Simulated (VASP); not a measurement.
Output of a VASP run:

### OUTCAR
```
 ion  position               nearest neighbor table
   1  0.000  0.000  0.000-
  LATTYP: Found a body centered cubic cell.
 ALAT       =     2.9633620762
 Subroutine PRICEL returns:
 Original cell was already a primitive cell.
 Subroutine GETGRP returns: Found 48 space group operations
The static configuration has the point symmetry O_h .
The dynamic configuration has the point symmetry O_h .
 Subroutine INISYM returns: Found 48 space group operations
 Subroutine IBZKPT returns following result:
 Found    120 irreducible k-points:

 Following reciprocal coordinates:
            Coordinates               Weight
  0.000000  0.000000  0.000000      1.000000
  0.066667  0.000000  0.000000     12.000000
  0.133333  0.000000  0.000000     12.000000
  0.200000  0.000000  0.000000     12.000000
  0.266667  0.000000  0.000000     12.000000
  0.333333  0.000000  0.000000     12.000000
  0.400000  0.000000  0.000000     12.000000
  0.466667  0.000000  0.000000     12.000000
  0.066667  0.066667  0.000000     24.000000
  0.133333  0.066667  0.000000     48.000000
  0.200000  0.066667  0.000000     48.000000
  0.266667  0.066667  0.000000     48.000000
  0.333333  0.066667  0.000000     48.000000
  0.400000  0.066667  0.000000     48.000000
  0.466667  0.066667  0.000000     24.000000
  0.133333  0.133333  0.000000     24.000000
  0.200000  0.133333 -0.000000     48.000000
  0.266667  0.133333  0.000000     48.000000
  0.333333  0.133333  0.000000     48.000000
  0.400000  0.133333 -0.000000     48.000000
  0.200000  0.200000  0.000000     24.000000
  0.266667  0.200000  0.000000     48.000000
  0.333333  0.200000  0.000000     48.000000
  0.400000  0.200000  0.000000     24.000000
  0.266667  0.266667  0.000000     24.000000
  0.333333  0.266667  0.000000     48.000000
  0.333333  0.333333  0.000000      8.000000
  0.066667  0.066667  0.066667      8.000000
  0.133333  0.066667  0.066667     24.000000
  0.200000  0.066667  0.066667     24.000000
  0.266667  0.066667  0.066667     24.000000
  0.333333  0.066667  0.066667     24.000000
  0.400000  0.066667  0.066667     24.000000
 -0.066667  0.066667  0.066667      6.000000
  0.133333  0.133333  0.066667     24.000000
  0.200000  0.133333  0.066667     48.000000
  0.266667  0.133333  0.066667     48.000000
  0.333333  0.133333  0.066667     48.000000
  0.400000  0.133333  0.066667     24.000000
 -0.133333  0.133333  0.066667     24.000000
   k-points           NKPTS =    120   k-points in BZ     NKDIM =    120   number of bands    NBANDS=     10
   number of dos      NEDOS =    301   number of ions     NIONS =      1
   total plane-waves  NPLWV =   8000
   dimension x,y,z NGX =    20 NGY =   20 NGZ =   20
   dimension x,y,z NGXF=    40 NGYF=   40 NGZF=   40
   ions per type =               1
   PREC   = accura    normal or accurate (medium, high low for compatibility)
   ISTART =      0    job   : 0-new  1-cont  2-samecut
   ICHARG =      2    charge: 1-file 2-atom 10-const
   ISPIN  =      1    spin polarized calculation?
   LNONCOLLINEAR =      F non collinear calculations
   LSORBIT =      F    spin-orbit coupling
   INIWAV =      1    electr: 0-lowe 1-rand  2-diag
   ENCUT  =  520.0 eV  38.22 Ry    6.18 a.u.   4.77  4.77  4.77*2*pi/ulx,y,z
   NELM   =    100;   NELMIN=  2; NELMDL= -5     # of ELM steps
   EDIFF  = 0.1E-05   stopping-criterion for ELM
   LREAL  =      F    real-space projection
   NLSPLINE    = F    spline interpolate recip. space projectors
   LMAXMIX     =    4 max onsite mixed and CHGCAR
   VOSKOWN=      0    Vosko Wilk Nusair interpolation
   EDIFFG = -.1E-01   stopping-criterion for IOM
   NSW    =     60    number of steps for IOM
   NBLOCK =      1;   KBLOCK =     60    inner block; outer block
   IBRION =      2    ionic relax: 0-MD 1-quasi-New 2-CG
   NFREE  =      1    steps in history (QN), initial steepest desc. (CG)
...
```

OSZICAR:
```
...
DAV:  12    -0.819561232421E+01    0.10397E-02   -0.25528E-03  2404   0.538E-01    0.114E-01
DAV:  13    -0.819631519829E+01   -0.70287E-03   -0.67403E-04  2408   0.380E-01    0.167E-01
DAV:  14    -0.819630075265E+01    0.14446E-04   -0.13422E-04  2428   0.190E-01    0.794E-02
DAV:  15    -0.819629157975E+01    0.91729E-05   -0.30311E-06  2410   0.286E-02    0.595E-02
DAV:  16    -0.819628744891E+01    0.41308E-05   -0.13767E-05  2406   0.667E-02    0.296E-02
DAV:  17    -0.819628502858E+01    0.24203E-05   -0.65993E-06  2400   0.459E-02    0.557E-03
DAV:  18    -0.819628633986E+01   -0.13113E-05   -0.21863E-07  1200   0.819E-03    0.171E-03
DAV:  19    -0.819628556307E+01    0.77679E-06   -0.52136E-08  1200   0.400E-03
   1 F= -.81962856E+01 E0= -.81966709E+01  d E =-.819629E+01
       N       E                     dE             d eps       ncg     rms          rms(c)
DAV:   1    -0.820154353860E+01   -0.52572E-02   -0.11882E-01  2400   0.629E+00    0.848E-01
DAV:   2    -0.819613469070E+01    0.54088E-02   -0.23974E-02  2406   0.242E+00    0.153E-01
DAV:   3    -0.819631327551E+01   -0.17858E-03   -0.16612E-04  2400   0.236E-01    0.895E-02
DAV:   4    -0.819607139073E+01    0.24188E-03   -0.24244E-04  2402   0.264E-01    0.351E-02
DAV:   5    -0.819624705233E+01   -0.17566E-03   -0.17010E-04  2400   0.241E-01    0.415E-03
DAV:   6    -0.819625114550E+01   -0.40932E-05   -0.14362E-06  1596   0.197E-02    0.550E-03
DAV:   7    -0.819625580186E+01   -0.46564E-05   -0.28845E-06  1960   0.319E-02    0.114E-03
DAV:   8    -0.819625572884E+01    0.73015E-07   -0.10779E-07  1200   0.605E-03
   2 F= -.81962557E+01 E0= -.81966415E+01  d E =0.298342E-04
       N       E                     dE             d eps       ncg     rms          rms(c)
DAV:   1    -0.819801731797E+01   -0.17615E-02   -0.37949E-02  2400   0.354E+00    0.484E-01
DAV:   2    -0.819623724264E+01    0.17801E-02   -0.75794E-03  2406   0.137E+00    0.879E-02
DAV:   3    -0.819632053332E+01   -0.83291E-04   -0.51724E-05  2402   0.131E-01    0.522E-02
DAV:   4    -0.819626523597E+01    0.55297E-04   -0.77533E-05  2402   0.150E-01    0.199E-02
DAV:   5    -0.819632255119E+01   -0.57315E-04   -0.56019E-05  2400   0.138E-01    0.264E-03
DAV:   6    -0.819632226750E+01    0.28369E-06   -0.50137E-07  1224   0.120E-02
   3 F= -.81963223E+01 E0= -.81967083E+01  d E =-.367044E-04
       N       E                     dE             d eps       ncg     rms          rms(c)
DAV:   1    -0.819641844628E+01   -0.95895E-04   -0.21678E-03  2400   0.848E-01    0.117E-01
DAV:   2    -0.819630907312E+01    0.10937E-03   -0.44189E-04  2406   0.330E-01    0.211E-02
DAV:   3    -0.819631701447E+01   -0.79413E-05   -0.29081E-06  2294   0.308E-02    0.127E-02
DAV:   4    -0.819631633567E+01    0.67880E-06   -0.42588E-06  2280   0.350E-02
   4 F= -.81963163E+01 E0= -.81967025E+01  d E =-.307726E-04
       N       E                     dE             d eps       ncg     rms          rms(c)
DAV:   1    -0.819636542044E+01   -0.48406E-04   -0.91061E-04  2400   0.550E-01    0.776E-02
DAV:   2    -0.819632692439E+01    0.38496E-04   -0.19185E-04  2406   0.216E-01    0.138E-02
DAV:   3    -0.819632525538E+01    0.16690E-05   -0.10044E-06  1218   0.184E-02    0.822E-03
DAV:   4    -0.819632176959E+01    0.34858E-05   -0.17935E-06  1772   0.228E-02    0.359E-03
DAV:   5    -0.819632251809E+01   -0.74850E-06   -0.12821E-06  1200   0.213E-02
   5 F= -.81963225E+01 E0= -.81967087E+01  d E =-.369550E-04
```

**OUTCAR**
```
------------------------ aborting loop because EDIFF is reached ----------------------------------------
  FORCE on cell =-STRESS in cart. coord.  units (eV):
  Direction    XX          YY          ZZ          XY          YZ          ZX
  --------------------------------------------------------------------------------------
  Total        0.0064513      0.0064513      0.0064513     -0.0000000      0.0000000      0.0000000
  in kB        0.7928418      0.7928418      0.7928418     -0.0000000      0.0000000      0.0000000
  external PRESSURE =       0.7928418 kB  Pullay stress =       0.0000000 kB
  volume of cell :       13.04
      direct lattice vectors                 reciprocal lattice vectors
    -1.482643402  1.482643402  1.482643402     0.000000000  0.337235507  0.337235507
     1.482643402 -1.482643402  1.482643402     0.337235507  0.000000000  0.337235507
     1.482643402  1.482643402 -1.482643402     0.337235507  0.337235507  0.000000000
 POSITION                                       TOTAL-FORCE (eV/Angst)
 -----------------------------------------------------------------------------------
      0.00000      0.00000     -0.00000        -0.000000      0.000000      0.000000
 -----------------------------------------------------------------------------------
    total drift:                                0.000000      0.000000      0.000000
  FREE ENERGIE OF THE ION-ELECTRON SYSTEM (eV)
  ---------------------------------------------------
  free  energy   TOTEN  =        -8.1963225181 eV

  energy  without entropy=       -8.1974809359  energy(sigma->0) =       -8.19670866

 reached required accuracy - stopping structural energy minimisation
```
(Selected blocks of OUTCAR.)

File POSCAR:
```
V
1
   -1.4816810381     1.4816810381     1.4816810381
    1.4816810381    -1.4816810381     1.4816810381
    1.4816810381     1.4816810381    -1.4816810381
V
1
Direct
  0.0000000000   1.0000000000   0.0000000000
```

Problem. Reconstruct the remaining input files.

Solution. This is not unique; one that fits is the input of the run itself, revTPSS meta-GGA, plane waves, VASP's PBE PAW potentials (set 64).

File KPOINTS:
```
Automatic mesh
0
gamma
 15 15 15
```

INCAR:
```
ALGO = Normal
EDIFF = 1E-6
EDIFFG = -0.01
ENCUT = 520
IBRION = 2
ISIF = 3
ISMEAR = 1
LASPH = T
LCHARG = F
LMAXMIX = 4
LMIXTAU = T
LREAL = F
LWAVE = F
METAGGA = RTPSS
NELM = 100
NSW = 60
PREC = Accurate
SIGMA = 0.1
SYSTEM = V
```

POTCAR, in this order: V_sv (PBE.64 set). Program: vasp_std.

The compound is V in the bcc structure. This run relaxes it. Symmetry was kept, so distortions that lower it aren't found. The start is the result of an earlier pass. The run is not spin-polarised, so no magnetic state was tried.
